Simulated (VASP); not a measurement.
Method: PBE GGA with D3 dispersion (Becke-Johnson damping), VASP's PBE PAW potentials (set 64) (plane waves; VASP).

VASP ran on this input.

File KPOINTS:
```
kpoints
0
gamma
 9 9 2
0 0 0
```

INCAR:
```
! general
SYSTEM  = MoS2
PREC    = Accurate
ENCUT   = 520   ! plane-wave cut-off (eV)
LREAL   = .False.
LASPH   = .True.

! electronic loop
EDIFF   = 1E-7   ! SCF stop (eV)
NELM    = 100   ! most electronic steps
ALGO    = Normal
LMAXMIX = 4   ! l cut-off of mixed one-centre charges

! smearing
ISMEAR  = -5

! functional
GGA     = PE   ! PBE
IVDW    = 12

! ions
ISIF    = 2

! output
LWAVE   = .False.
LCHARG  = .True.
LORBIT  = 11
NEDOS   = 601

! other
LEFG    = .True.
```

POSCAR:
```
MoS2
1
    1.5741264360    -2.7264666918     0.0000000000
    1.5741264360     2.7264666918    -0.0000000000
    0.0000000000     0.0000000000    12.0472657685
Mo S
2 4
Direct
  0.3333330000   0.6666670000   0.2500000000
  0.6666670000   0.3333330000   0.7500000000
  0.3333330000   0.6666670000   0.8799236599
  0.6666670000   0.3333330000   0.3799236599
  0.6666670000   0.3333330000   0.1200763401
  0.3333330000   0.6666670000   0.6200763401
```

POTCAR, in this order: Mo_sv S (PBE.64 set). Program: vasp_std.

The resulting files:

OSZICAR:
```
       N       E                     dE             d eps       ncg     rms          rms(c)
DAV:   1     0.454552231613E+03    0.45455E+03   -0.29653E+04  1664   0.160E+03
DAV:   2    -0.207823341462E+02   -0.47533E+03   -0.46544E+03  1865   0.404E+02
DAV:   3    -0.458931367886E+02   -0.25111E+02   -0.24976E+02  1935   0.808E+01
DAV:   4    -0.463943762514E+02   -0.50124E+00   -0.50016E+00  1827   0.115E+01
DAV:   5    -0.464076645468E+02   -0.13288E-01   -0.13284E-01  1901   0.179E+00    0.352E+01
DAV:   6    -0.442728277902E+02    0.21348E+01   -0.22381E+01  1676   0.251E+01    0.135E+01
DAV:   7    -0.438662310484E+02    0.40660E+00   -0.98661E+00  1695   0.159E+01    0.846E+00
DAV:   8    -0.435292880608E+02    0.33694E+00   -0.15954E+00  1941   0.696E+00    0.300E+00
DAV:   9    -0.435420437105E+02   -0.12756E-01   -0.15754E-01  2022   0.192E+00    0.139E+00
DAV:  10    -0.435330734486E+02    0.89703E-02   -0.70097E-02  1806   0.146E+00    0.308E-01
DAV:  11    -0.435331092350E+02   -0.35786E-04   -0.28462E-03  1862   0.303E-01    0.183E-01
DAV:  12    -0.435330427517E+02    0.66483E-04   -0.40002E-04  1921   0.105E-01    0.754E-02
DAV:  13    -0.435330483109E+02   -0.55592E-05   -0.17689E-04  2021   0.700E-02    0.147E-02
DAV:  14    -0.435330492998E+02   -0.98891E-06   -0.17965E-05  1831   0.241E-02    0.162E-02
DAV:  15    -0.435330497275E+02   -0.42768E-06   -0.19764E-06  1789   0.809E-03    0.469E-03
DAV:  16    -0.435330495169E+02    0.21057E-06   -0.12068E-06  1706   0.622E-03    0.694E-04
DAV:  17    -0.435330496066E+02   -0.89664E-07   -0.52481E-08  1206   0.145E-03
   1 F= -.46169715E+02 E0= -.46169715E+02  d E =0.000000E+00
```

### OUTCAR
```
------------------------ aborting loop because EDIFF is reached ----------------------------------------
 Edisp (eV)   -2.63667
  FORCE on cell =-STRESS in cart. coord.  units (eV):
  Direction    XX          YY          ZZ          XY          YZ          ZX
  --------------------------------------------------------------------------------------
  Total       0.02812     0.02812     0.08851     0.00000     0.00000     0.00000
  in kB       0.43574     0.43574     1.37130     0.00000     0.00000     0.00000
  external pressure =        0.75 kB  Pullay stress =        0.00 kB
  volume of cell :      103.41
      direct lattice vectors                 reciprocal lattice vectors
     1.574126436 -2.726466692  0.000000000     0.317636493 -0.183387533  0.000000000
     1.574126436  2.726466692  0.000000000     0.317636493  0.183387533  0.000000000
     0.000000000  0.000000000 12.047265769     0.000000000  0.000000000  0.083006387
 POSITION                                       TOTAL-FORCE (eV/Angst)
 -----------------------------------------------------------------------------------
      1.57413      0.90882      3.01182         0.000000      0.000000      0.000000
      1.57413     -0.90882      9.03545        -0.000000     -0.000000      0.000000
      1.57413      0.90882     10.60067        -0.000000      0.000000     -0.005720
      1.57413     -0.90882      4.57704         0.000000      0.000000     -0.005720
      1.57413     -0.90882      1.44659         0.000000      0.000000      0.005720
      1.57413      0.90882      7.47022        -0.000000      0.000000      0.005720
 -----------------------------------------------------------------------------------
    total drift:                                0.000000      0.001585     -0.000029
  FREE ENERGIE OF THE ION-ELECTRON SYSTEM (eV)
  ---------------------------------------------------
  free  energy   TOTEN  =       -46.1697148059 eV

  energy  without entropy=      -46.1697148059  energy(sigma->0) =      -46.16971481

 total charge

# of ion       s       p       d       tot
------------------------------------------
    1        2.294   6.225   3.967  12.487
    2        2.294   6.225   3.967  12.487
    3        1.366   2.344   0.000   3.709
    4        1.366   2.344   0.000   3.709
    5        1.366   2.344   0.000   3.709
    6        1.366   2.344   0.000   3.709
--------------------------------------------------
tot         10.051  21.825   7.935  39.811

 Electric field gradients after diagonalization (V/A^2)
 (convention: |V_zz| > |V_xx| > |V_yy|)
----------------------------------------------------------------------
 ion       V_xx      V_yy      V_zz     asymmetry (V_yy - V_xx)/ V_zz
----------------------------------------------------------------------
   1      39.318    39.313   -78.630       0.000
   2      39.318    39.313   -78.630       0.000
   3      25.208    25.208   -50.416       0.000
   4      25.208    25.208   -50.416       0.000
   5      25.208    25.208   -50.416       0.000
   6      25.208    25.208   -50.416       0.000
```
(Selected blocks of OUTCAR.)

**OUTCAR**
```
 val. band max:        8.0186410738   @ k =   0.0000   0.0000   0.0000

 cond. band min:       8.8813477988   @ k =   0.2222   0.1111   0.0000


 Fermi energy:         8.0625302286

 k-point     1 :       0.0000    0.0000    0.0000
  band No.  band energies     occupation
      1     -53.5338      2.00000
      2     -53.5338      2.00000
      3     -27.6986      2.00000
      4     -27.6984      2.00000
      5     -27.4560      2.00000
      6     -27.4560      2.00000
      7     -27.4560      2.00000
      8     -27.4560      2.00000
      9      -7.1264      2.00000
     10      -6.7635      2.00000
     11      -5.9360      2.00000
     12      -5.3492      2.00000
     13       0.8999      2.00000
     14       2.1364      2.00000
     15       4.2876      2.00000
     16       4.6844      2.00000
     17       4.6844      2.00000
     18       4.7024      2.00000
     19       4.7024      2.00000
     20       5.7897      2.00000
     21       5.7897      2.00000
     22       5.8541      2.00000
     23       5.8541      2.00000
     24       6.7262      2.00000
     25       6.9287      2.00000
     26       8.0186      2.00000
     27      10.0971      0.00000
     28      10.0974      0.00000
     29      10.1343      0.00000
     30      10.1352      0.00000
     31      10.2330      0.00000

 k-point     2 :       0.1111    0.0000    0.0000
  band No.  band energies     occupation
      1     -53.5288      2.00000
      2     -53.5287      2.00000
      3     -27.6887      2.00000
      4     -27.6886      2.00000
      5     -27.5059      2.00000
      6     -27.5059      2.00000
      7     -27.4673      2.00000
      8     -27.4673      2.00000
      9      -6.9356      2.00000
     10      -6.5764      2.00000
     11      -5.8415      2.00000
     12      -5.2845      2.00000
     13       1.1151      2.00000
     14       2.3428      2.00000
     15       3.9607      2.00000
     16       4.2714      2.00000
     17       4.3119      2.00000
...
```

The compound is MoS2 in the 2H layered structure. It was relaxed first.
